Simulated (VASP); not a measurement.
Method: PBE GGA, VASP's PBE PAW potentials (set 64) (plane waves; VASP).

VASP input:

File KPOINTS:
```
Automatic mesh
0
Gamma
8 8 8
0 0 0
```

### INCAR
```
LASPH  =  .TRUE.   # aspherical one-centre terms
SYSTEM  =  RuSe
SIGMA  =  0.05
NELM  =  100   # most electronic steps
NELECT  =  19.9
PREC  =  Accurate
GGA  =  PE
LREAL  =  .FALSE.
EDIFF  =  1E-6   # SCF stop (eV)
LCHARG  =  .FALSE.
ALGO  =  Normal
ISIF  =  2   # forces and stress, cell fixed
ISMEAR  =  0
ENCUT  =  400   # plane-wave cut-off (eV)
LWAVE  =  .FALSE.
LMAXMIX  =  4   # l cut-off of mixed one-centre charges
```

### POSCAR
```
RuSe
2.9937560
  1.0000000000   0.0000000000   0.0000000000
  0.0000000000   1.0000000000   0.0000000000
  0.0000000000   0.0000000000   1.0000000000
Ru Se
1 1
Cartesian
  0.0000000000   0.0000000000   0.0000000000
  0.5000000000   0.5000000000   0.5000000000
```

POTCAR, in this order: Ru_pv Se (PBE.64 set). Program: vasp_std.

The resulting files:

**OSZICAR**
```
       N       E                     dE             d eps       ncg     rms          rms(c)
DAV:   1     0.131250211267E+03    0.13125E+03   -0.95384E+03   980   0.110E+03
DAV:   2    -0.101523929090E+02   -0.14140E+03   -0.13929E+03  1124   0.337E+02
DAV:   3    -0.133741906555E+02   -0.32218E+01   -0.31899E+01  1192   0.515E+01
DAV:   4    -0.133978050810E+02   -0.23614E-01   -0.23609E-01  1190   0.430E+00
DAV:   5    -0.133981768262E+02   -0.37175E-03   -0.37174E-03  1222   0.419E-01    0.165E+01
DAV:   6    -0.131645405045E+02    0.23364E+00   -0.17094E+00   998   0.141E+01    0.775E+00
DAV:   7    -0.131086323530E+02    0.55908E-01   -0.32285E-01   986   0.625E+00    0.524E+00
DAV:   8    -0.130932621183E+02    0.15370E-01   -0.63451E-02  1046   0.266E+00    0.395E-01
DAV:   9    -0.130931046783E+02    0.15744E-03   -0.11325E-03  1112   0.261E-01    0.112E-01
DAV:  10    -0.130930607719E+02    0.43906E-04   -0.41188E-04  1106   0.212E-01    0.190E-02
DAV:  11    -0.130930580815E+02    0.26905E-05   -0.61521E-06  1198   0.311E-02    0.673E-03
DAV:  12    -0.130930580185E+02    0.62974E-07   -0.47582E-07   568   0.761E-03
   1 F= -.13093058E+02 E0= -.13091685E+02  d E =-.274660E-02
```

**OUTCAR**
```
------------------------ aborting loop because EDIFF is reached ----------------------------------------
  FORCE on cell =-STRESS in cart. coord.  units (eV):
  Direction    XX          YY          ZZ          XY          YZ          ZX
  --------------------------------------------------------------------------------------
  Total        3.5963181      3.5963181      3.5963181      0.0000000     -0.0000000      0.0000000
  in kB      214.7432297    214.7432297    214.7432297      0.0000000     -0.0000000      0.0000000
  external PRESSURE =     214.7432297 kB  Pullay stress =       0.0000000 kB
  volume of cell :       26.83
      direct lattice vectors                 reciprocal lattice vectors
     2.993756000  0.000000000  0.000000000     0.334028558  0.000000000  0.000000000
     0.000000000  2.993756000  0.000000000     0.000000000  0.334028558  0.000000000
     0.000000000  0.000000000  2.993756000     0.000000000  0.000000000  0.334028558
 POSITION                                       TOTAL-FORCE (eV/Angst)
 -----------------------------------------------------------------------------------
      0.00000      0.00000      0.00000         0.000000      0.000000      0.000000
      1.49688      1.49688      1.49688         0.000000      0.000000      0.000000
 -----------------------------------------------------------------------------------
    total drift:                               -0.000000      0.000000     -0.000000
  FREE ENERGIE OF THE ION-ELECTRON SYSTEM (eV)
  ---------------------------------------------------
  free  energy   TOTEN  =       -13.0930580185 eV

  energy  without entropy=      -13.0903114218  energy(sigma->0) =      -13.09168472
```
(Selected blocks of OUTCAR.)

The cell is charged, with a uniform compensating background.

The structure was generated: RuSe was put into the CsCl type (Pm-3m), which need not be its known phase. The cell was not relaxed at this level. The run is one of a series of settings (NELECT = 19.9 against the base run), some of them coarse on purpose.
